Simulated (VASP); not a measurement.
# MgO (Periclase): exact exchange and RPA correlation, part 5 of 6

Aim: total energies of MgO (Periclase) from exact exchange and RPA correlation, beside cheaper functionals. The scan starts from a database cell scaled to its smallest volume. The cell is of the rock-salt type. The start is a cell from a database of measured crystal structures.

VASP 6.6.1, plane waves and PAW; the level of theory is named at each step.

So far. Step 24 (Exact exchange, volume ratio 1.03): The Hartree-Fock energy on these orbitals is -10.6493 eV an atom. Step 25 (Empty bands, volume ratio 1.03): WAVECAR now holds 600 bands for 8 electrons.

The database entry behind the starting cell differs from other determinations of this structure, so it need not match the best structure at room temperature.

### 26. RPA correlation, volume ratio 1.03

This step: RPA correlation on PBE orbitals; plane waves and PAW (Mg_GW, O_GW) (VASP 6.6.1).

RPA correlation at this point.

INCAR

```
SYSTEM = MgO
PREC = Accurate
ENCUT = 560
ISMEAR = 0
SIGMA = 0.05
LREAL = .FALSE.
GGA = PE
NBANDS = 600
ALGO = ACFDT
ENCUTGW = 200
NOMEGA = 12
PRECFOCK = Fast
LWAVE = .FALSE.
LCHARG = .FALSE.
```

POSCAR

```
MgO
1.0
    0.0000000000      2.1293775954      2.1293775954
    2.1293775954      0.0000000000      2.1293775954
    2.1293775954      2.1293775954      0.0000000000
Mg O
1 1
Direct
    0.0000000000      0.0000000000      0.0000000000
    0.5000000000      0.5000000000      0.5000000000
```

KPOINTS

```
Automatic mesh
0
Gamma
4 4 4
0 0 0
```

Potentials, in the order of the species: Mg_GW and O_GW (PBE family, release 64).

Command:

```
$ mpirun -np 8 vasp_std
```

Log:

```text
[banner, memory and clock lines left out]
running    8 mpi-ranks, on    1 nodes
[...]
[... a notice as in an earlier step ...]

 LDA part: xc-table for (Slater+PW92), standard interpolation
 found WAVECAR, reading the header
 POSCAR, INCAR and KPOINTS ok, starting setup
[...]
reading WAVECAR
 the WAVECAR file was read successfully
 initial charge from wavefunction
 available memory per node:     57.50 GB, setting MAXMEM to     58879

 The Fermi energy was updated, please check that it is located mid-gap
 values below the HOMO (VB) or above the LUMO (CB) will cause erroneous energies
 E-fermi :   5.1540

 the WAVEDER file was read successfully
 set NWRITE>2 for more details about minimax calculation
 number of imaginary grid points requested:      12
 number of distinct grids requested:  1
 quadrature errors minimized for energies in [ 0.440E+01, 0.566E+03 ]
 bosonic grid (T=0, re) determined with error: 0.3891E-08
 bosonic grid (re): 0.3891E-08
[...]
NQ=   2    0.2500    0.0000    0.0000,
|.........|.........|.........|.........
 performed       3660000 updates of chi_q(r,r)
 total number of BLAS operations        507.46 Gflops
NQ=   3    0.5000    0.0000    0.0000,
|.........|.........|.........|.........
 performed       5490000 updates of chi_q(r,r)
 total number of BLAS operations        718.38 Gflops
NQ=   4    0.2500    0.2500    0.0000,
|.........|.........|.........|.........
 performed       7320000 updates of chi_q(r,r)
 total number of BLAS operations        947.24 Gflops
NQ=   5    0.5000    0.2500    0.0000,
|.........|.........|.........|.........
 performed       9150000 updates of chi_q(r,r)
 total number of BLAS operations       1161.69 Gflops
NQ=   6   -0.2500    0.2500    0.0000,
|.........|.........|.........|.........
 performed      10980000 updates of chi_q(r,r)
 total number of BLAS operations       1390.56 Gflops
NQ=   7    0.5000    0.5000    0.0000,
|.........|.........|.........|.........
 performed      12810000 updates of chi_q(r,r)
 total number of BLAS operations       1587.65 Gflops
NQ=   8   -0.2500    0.5000    0.2500,
|.........|.........|.........|.........
 performed      14640000 updates of chi_q(r,r)
 total number of BLAS operations       1784.74 Gflops
 entering main loop
```

The job ended after 29 s (8 MPI ranks of Intel Xeon Platinum 8488C (Sapphire Rapids), shared host; peak memory 1.4 GiB; 2.9 min of CPU time).

OUTCAR, selected parts (step 26):

```text
      cutoff energy     smooth cutoff   RPA   correlation   Hartree contr. to MP2
---------------------------------------------------------------------------------
            200.000           160.000      -10.3768990809      -16.6489199394
            190.476           152.381      -10.2365099368      -16.4586850693
            181.406           145.125      -10.0870640634      -16.2524479042
            172.768           138.214       -9.9314868630      -16.0337628502
            164.541           131.632       -9.7711680726      -15.8040293684
            156.705           125.364       -9.6063589444      -15.5641387709
            149.243           119.394       -9.4318373138      -15.3060487883
            142.136           113.709       -9.2519386539      -15.0353084941
  linear regression

[... 2 parts as in an earlier step ...]

[... 2 further parts left out ...]
[key lines of the parts left out:]
E-fermi :   5.1540
```

The correlation energy is -6.0200 eV an atom, -18 meV against the point before. With exact exchange the total is -16.6693 eV an atom.

### 27. Comparison: r2SCAN, volume ratio 1.03

This step: r2SCAN; plane waves and PAW (Mg_GW, O_GW) (VASP 6.6.1).

The comparison at this point.

INCAR

```
SYSTEM = MgO
PREC = Accurate
ENCUT = 560
EDIFF = 1E-06
NELM = 100
ISMEAR = 0
SIGMA = 0.05
LREAL = .FALSE.
ALGO = Normal
METAGGA = R2SCAN
LASPH = .TRUE.
NBANDS = 10
LWAVE = .FALSE.
LCHARG = .FALSE.
KPAR = 8
```

POSCAR is that of step 26.

KPOINTS is that of step 26.

Command:

```
$ mpirun -np 8 vasp_std
```

Log:

```text
[... set-up lines as in an earlier step ...]
 entering main loop
       N       E                     dE             d eps       ncg     rms          rms(c)
DAV:   1     0.391531E+02    0.39153E+02   -0.51711E+03   168   0.813E+02
DAV:   2    -0.171558E+02   -0.56309E+02   -0.51248E+02   172   0.230E+02
DAV:   3    -0.199113E+02   -0.27555E+01   -0.27519E+01   216   0.491E+01
DAV:   4    -0.199398E+02   -0.28531E-01   -0.28529E-01   202   0.566E+00
[...]
DAV:  11    -0.161643E+02   -0.56290E-05   -0.47970E-05   236   0.694E-02    0.577E-03
DAV:  12    -0.161643E+02   -0.18251E-05   -0.16448E-06   110   0.135E-02    0.252E-03
DAV:  13    -0.161643E+02   -0.18074E-06   -0.40828E-07    98   0.617E-03
   1 F= -.16164292E+02 E0= -.16164292E+02  d E =-.213375E-15
```

Elapsed: 8.4 s, on 8 MPI ranks; peak memory 1 GiB; 48 s of CPU time.

OUTCAR, selected parts (step 27):

```text
  Total       -0.9025306     -0.9025306     -0.9025306      0.0000000      0.0000000      0.0000000
  in kB      -74.8832147    -74.8832147    -74.8832147      0.0000000      0.0000000      0.0000000
  external PRESSURE =     -74.8832147 kB  Pullay stress =       0.0000000 kB

  FREE ENERGIE OF THE ION-ELECTRON SYSTEM (eV)
  ---------------------------------------------------
  free  energy   TOTEN  =       -16.1642922928 eV

  energy  without entropy=      -16.1642922928  energy(sigma->0) =      -16.16429229

[... 3 parts as in an earlier step ...]

[... 1 further part left out ...]
[key lines of the parts left out:]
E-fermi :   2.8106
```

Its energy is -8.0821 eV an atom, on a zero of its own.

### 28. Orbitals for comparison: HSE06, volume ratio 1.03

This step: PBE; plane waves and PAW (Mg_GW, O_GW) (VASP 6.6.1).

Starting orbitals, as before.

INCAR

```
SYSTEM = MgO
PREC = Accurate
ENCUT = 560
EDIFF = 1E-05
NELM = 100
ISMEAR = 0
SIGMA = 0.05
LREAL = .FALSE.
ALGO = Normal
GGA = PE
NBANDS = 10
LORBIT = 11
LWAVE = .TRUE.
LCHARG = .FALSE.
KPAR = 8
```

POSCAR is that of step 27.

KPOINTS is that of step 27.

Command:

```
$ mpirun -np 8 vasp_std
```

Log:

```text
[... set-up lines as in an earlier step ...]
 entering main loop
       N       E                     dE             d eps       ncg     rms          rms(c)
[... 10 cycles as in an earlier step ...]
DAV:  11    -0.119225E+02   -0.60122E-06   -0.74124E-06   112   0.309E-02
   1 F= -.11922520E+02 E0= -.11922520E+02  d E =-.221306E-15
 writing wavefunctions
```

It took 2.2 s on 8 MPI ranks; peak memory 1 GiB.

From OUTCAR (step 28):

```text
  Total       -0.1962694     -0.1962694     -0.1962694     -0.0000000      0.0000000     -0.0000000
  in kB      -16.2845293    -16.2845293    -16.2845293     -0.0000000      0.0000000     -0.0000000
  external PRESSURE =     -16.2845293 kB  Pullay stress =       0.0000000 kB

 POSITION                                       TOTAL-FORCE (eV/Angst)
 -----------------------------------------------------------------------------------
      0.00000      0.00000      0.00000         0.000000      0.000000     -0.000000
      2.12938      2.12938      2.12938         0.000000     -0.000000      0.000000
 -----------------------------------------------------------------------------------
    total drift:                               -0.000000     -0.000000      0.000000

  FREE ENERGIE OF THE ION-ELECTRON SYSTEM (eV)
  ---------------------------------------------------
  free  energy   TOTEN  =       -11.9225200593 eV

  energy  without entropy=      -11.9225200593  energy(sigma->0) =      -11.92252006

[... 2 parts as in an earlier step ...]

[... 1 further part left out ...]
[key lines of the parts left out:]
E-fermi :   3.2246
```

The run ends at a pressure of -1.63 GPa.

### 29. Comparison: HSE06, volume ratio 1.03

This step: HSE06; plane waves and PAW (Mg_GW, O_GW) (VASP 6.6.1).

The comparison at this point.

INCAR

```
SYSTEM = MgO
PREC = Accurate
ENCUT = 560
EDIFF = 1E-06
NELM = 100
ISMEAR = 0
SIGMA = 0.05
LREAL = .FALSE.
ALGO = Normal
LHFCALC = .TRUE.
AEXX = 0.25
GGA = PE
HFSCREEN = 0.2
LASPH = .TRUE.
NBANDS = 10
PRECFOCK = Fast
LWAVE = .FALSE.
LCHARG = .FALSE.
KPAR = 8
```

POSCAR is that of step 28.

KPOINTS is that of step 28.

The WAVECAR or CHGCAR of an earlier step is read.

Command:

```
$ mpirun -np 8 vasp_std
```

Log:

```text
[... set-up lines as in an earlier step ...]
 entering main loop
       N       E                     dE             d eps       ncg     rms          rms(c)
DAV:   1    -0.142399E+02   -0.14240E+02   -0.33191E-01   180   0.759E+00    0.317E-01
DAV:   2    -0.142410E+02   -0.10876E-02   -0.22353E-03   226   0.504E-01    0.221E-01
DAV:   3    -0.142404E+02    0.60724E-03   -0.42895E-04   186   0.132E-01    0.141E-01
DAV:   4    -0.142402E+02    0.18972E-03   -0.86856E-05   206   0.155E-01    0.835E-02
DAV:   5    -0.142401E+02    0.65149E-04   -0.25975E-05   210   0.109E-01    0.469E-02
DAV:   6    -0.142401E+02    0.21024E-04   -0.85670E-06   208   0.591E-02    0.267E-02
DAV:   7    -0.142401E+02    0.67765E-05   -0.29496E-06   184   0.297E-02    0.156E-02
DAV:   8    -0.142401E+02    0.21384E-05   -0.10573E-06   112   0.172E-02    0.922E-03
DAV:   9    -0.142401E+02    0.71506E-06   -0.39720E-07    90   0.106E-02
   1 F= -.14240077E+02 E0= -.14240077E+02  d E =-.863561E-12
```

Run time: 12 s. Hardware: 8 MPI ranks; peak memory 1.7 GiB; 71 s of CPU time.

Parts of OUTCAR (step 29):

```text
 POSITION                                       TOTAL-FORCE (eV/Angst)
 -----------------------------------------------------------------------------------
      0.00000      0.00000      0.00000         0.000000      0.000000      0.000000
      2.12938      2.12938      2.12938        -0.000000     -0.000000     -0.000000
 -----------------------------------------------------------------------------------
    total drift:                               -0.000077     -0.000136     -0.000135

  FREE ENERGIE OF THE ION-ELECTRON SYSTEM (eV)
  ---------------------------------------------------
  free  energy   TOTEN  =       -14.2400765819 eV

  energy  without entropy=      -14.2400765819  energy(sigma->0) =      -14.24007658

[... 2 parts as in an earlier step ...]

[... 1 further part left out ...]
[key lines of the parts left out:]
E-fermi :   1.9209
```

Its energy is -7.1200 eV an atom, on a zero of its own.

### 30. Orbitals, volume ratio 1.06

This step: PBE; plane waves and PAW (Mg_GW, O_GW) (VASP 6.6.1).

The same chain follows at a volume ratio of 1.06.

INCAR

```
SYSTEM = MgO
PREC = Accurate
ENCUT = 560
EDIFF = 1E-08
NELM = 100
ISMEAR = 0
SIGMA = 0.05
LREAL = .FALSE.
ALGO = Normal
GGA = PE
NBANDS = 10
LORBIT = 11
LWAVE = .TRUE.
LCHARG = .FALSE.
KPAR = 8
```

POSCAR

```
MgO
1.0
    0.0000000000      2.1498536361      2.1498536361
    2.1498536361      0.0000000000      2.1498536361
    2.1498536361      2.1498536361      0.0000000000
Mg O
1 1
Direct
    0.0000000000      0.0000000000      0.0000000000
    0.5000000000      0.5000000000      0.5000000000
```

KPOINTS is that of step 29.

Command:

```
$ mpirun -np 8 vasp_std
```

Log:

```text
[... set-up lines as in an earlier step ...]
 entering main loop
       N       E                     dE             d eps       ncg     rms          rms(c)
DAV:   1     0.485571E+02    0.48557E+02   -0.52283E+03   168   0.803E+02
DAV:   2    -0.112308E+02   -0.59788E+02   -0.56599E+02   176   0.273E+02
DAV:   3    -0.134482E+02   -0.22174E+01   -0.22121E+01   206   0.456E+01
DAV:   4    -0.134718E+02   -0.23541E-01   -0.23535E-01   198   0.442E+00
[...]
DAV:  13    -0.119103E+02    0.68306E-07   -0.17652E-07   240   0.531E-03    0.125E-04
DAV:  14    -0.119103E+02    0.25189E-07   -0.12765E-09   104   0.521E-04    0.169E-05
DAV:  15    -0.119103E+02    0.46343E-08   -0.17359E-10   102   0.241E-04
   1 F= -.11910346E+02 E0= -.11910346E+02  d E =-.407974E-16
 writing wavefunctions
```

Run time: 2.4 s. Hardware: 8 MPI ranks; peak memory 1 GiB; 10 s of CPU time.

Parts of OUTCAR (step 30):

```text
  Total       -0.6810428     -0.6810428     -0.6810428     -0.0000000      0.0000000     -0.0000000
  in kB      -54.9070714    -54.9070714    -54.9070714     -0.0000000      0.0000000     -0.0000000
  external PRESSURE =     -54.9070714 kB  Pullay stress =       0.0000000 kB

 POSITION                                       TOTAL-FORCE (eV/Angst)
 -----------------------------------------------------------------------------------
      0.00000      0.00000      0.00000         0.000000      0.000000      0.000000
      2.14985      2.14985      2.14985        -0.000000     -0.000000      0.000000
 -----------------------------------------------------------------------------------
    total drift:                               -0.000000     -0.000000      0.000000

  FREE ENERGIE OF THE ION-ELECTRON SYSTEM (eV)
  ---------------------------------------------------
  free  energy   TOTEN  =       -11.9103460957 eV

  energy  without entropy=      -11.9103460957  energy(sigma->0) =      -11.91034610

[... 1 part as in an earlier step ...]

[... 2 further parts left out ...]
[key lines of the parts left out:]
E-fermi :   3.0270
```

The run ends at a pressure of -5.49 GPa.

### 31. Exact exchange, volume ratio 1.06

This step: Hartree-Fock energy on PBE orbitals; plane waves and PAW (Mg_GW, O_GW) (VASP 6.6.1).

Exact exchange at this point.

INCAR

```
SYSTEM = MgO
PREC = Accurate
ENCUT = 560
ISMEAR = 0
SIGMA = 0.05
LREAL = .FALSE.
GGA = PE
NBANDS = 10
ALGO = Eigenval
NELM = 1
LHFCALC = .TRUE.
AEXX = 1
ALDAC = 0
AGGAC = 0
PRECFOCK = Normal
LWAVE = .FALSE.
LCHARG = .FALSE.
```

POSCAR is that of step 30.

KPOINTS is that of step 30.

The run starts from files that an earlier step left in the folder.

Command:

```
$ mpirun -np 8 vasp_std
```

Log:

```text
[... set-up lines as in an earlier step ...]
 entering main loop
       N       E                     dE             d eps       ncg     rms          rms(c)
EIG:   1    -0.212524E+02   -0.21252E+02    0.00000E+00     0   0.000E+00
   1 F= -.21252350E+02 E0= -.21252350E+02  d E =-.315685E-18
```

The job ended after 5.6 s (8 MPI ranks; peak memory 0.8 GiB; 32 s of CPU time).

Parts of OUTCAR (step 31):

```text
 POSITION                                       TOTAL-FORCE (eV/Angst)
 -----------------------------------------------------------------------------------
      0.00000      0.00000      0.00000        -0.000000      0.000000     -0.000000
      2.14985      2.14985      2.14985         0.000000      0.000000      0.000000
 -----------------------------------------------------------------------------------
    total drift:                               -0.000000     -0.000000     -0.000000

  FREE ENERGIE OF THE ION-ELECTRON SYSTEM (eV)
  ---------------------------------------------------
  free  energy   TOTEN  =       -21.2523504227 eV

  energy  without entropy=      -21.2523504227  energy(sigma->0) =      -21.25235042

[... 2 parts as in an earlier step ...]

[... 1 further part left out ...]
[key lines of the parts left out:]
E-fermi :   3.0480
```

The Hartree-Fock energy on these orbitals is -10.6262 eV an atom.

### 32. Empty bands, volume ratio 1.06

This step: PBE; plane waves and PAW (Mg_GW, O_GW) (VASP 6.6.1).

The empty bands are made again, for the run that follows.

INCAR

```
SYSTEM = MgO
PREC = Accurate
ENCUT = 560
ISMEAR = 0
SIGMA = 0.05
LREAL = .FALSE.
GGA = PE
NBANDS = 608
ALGO = Exact
NELM = 1
LWAVE = .TRUE.
LCHARG = .FALSE.
LOPTICS = .TRUE.
NEDOS = 1000
CSHIFT = 0.1
```

POSCAR is that of step 31.

KPOINTS is that of step 31.

Command:

```
$ mpirun -np 8 vasp_std
```

Log:

```text
[banner, memory and clock lines left out]
running    8 mpi-ranks, on    1 nodes
[...]
[... a notice as in an earlier step ...]

 LDA part: xc-table for (Slater+PW92), standard interpolation
 found WAVECAR, reading the header
  number of bands has changed, file:    10 present:   608
  trying to continue reading WAVECAR, but it might fail
 POSCAR, INCAR and KPOINTS ok, starting setup
[...]
reading WAVECAR
 random initialization beyond band           10
 the WAVECAR file was read successfully
 initial charge from wavefunction
 entering main loop
       N       E                     dE             d eps       ncg     rms          rms(c)
DIA:   1    -0.119103E+02   -0.11910E+02    0.00000E+00     0   0.000E+00
   1 F= -.11910346E+02 E0= -.11910346E+02  d E =-.350540E-26
 writing wavefunctions
 optical routines
 imaginary and real dielectric function
 recalculating local potential from charge density
 direction            1
 direction            2
 direction            3
```

Elapsed: 4.4 s, on 8 MPI ranks; peak memory 0.95 GiB.

OUTCAR, selected parts (step 32):

```text
  Total       -0.6811322     -0.6811322     -0.6811322     -0.0000000      0.0000000      0.0000000
  in kB      -54.9142858    -54.9142858    -54.9142858     -0.0000000      0.0000000      0.0000000
  external PRESSURE =     -54.9142858 kB  Pullay stress =       0.0000000 kB

 POSITION                                       TOTAL-FORCE (eV/Angst)
 -----------------------------------------------------------------------------------
      0.00000      0.00000      0.00000        -0.000000     -0.000000     -0.000000
      2.14985      2.14985      2.14985         0.000000      0.000000      0.000000
 -----------------------------------------------------------------------------------
    total drift:                               -0.000000     -0.000000      0.000000

  FREE ENERGIE OF THE ION-ELECTRON SYSTEM (eV)
  ---------------------------------------------------
  free  energy   TOTEN  =       -11.9103460950 eV

  energy  without entropy=      -11.9103460950  energy(sigma->0) =      -11.91034609

[... 1 part as in an earlier step ...]

[... 2 further parts left out ...]
[key lines of the parts left out:]
E-fermi :   3.1165
```

WAVECAR now holds 608 bands for 8 electrons.

[end of part 5 of 6]

[Long decimals in the printed logs are rounded to 6 places.]

[Lines on the potential files, build, host, timing and source positions are cut from VASP's logs without a mark.]

[Logs are printed without paths, hosts, clocks, repeated set-up lines and the standing remarks that a program may print on its own settings, such as how far it seeks lower states.]

[Hosts, paths, dates, database ids (printed as entryN), source tags and the programs' standing remarks are cut or masked in the printed files.]

[Measured values are set beside computed ones only where the two were judged alike; some that the calculation misses by far are left out.]

[Pressures printed for these runs are not shown converged in the cutoff: they can be off by several GPa and have the wrong sign.]
